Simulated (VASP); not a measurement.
Given:

```
CELL_PARAMETERS angstrom
      3.12902     0.00000     0.00000
      0.00000     3.12902     0.00000
      0.00000     0.00000     3.12902
ATOMIC_POSITIONS crystal
  Zn 0.50000 0.50000 0.50000
  Au 0.00000 0.00000 0.00000
```

Computed with PBEsol GGA, VASP's PBE PAW potentials (set 64) (plane waves; VASP 6.6.1). Settings: 520 eV cut-off, 13×13×13 Γ-centred mesh, tetrahedra with Blöchl corrections, potentials Zn Au.

Problem. The job: AuZn (CsCl type), 2 atoms, PBEsol, static run, 520 eV, 13×13×13 Γ-centred mesh. Roughly how much core time does it take on a busy server core?

Solution. About 20 core-seconds (one run on a shared machine, a rough figure). It had 84 irreducible k-points, 15 bands, up to 840 plane waves and 12 electronic steps.

The compound is AuZn in the CsCl type structure. It was relaxed first. The electron count is odd and the run is not spin-polarised, which forces a metal.
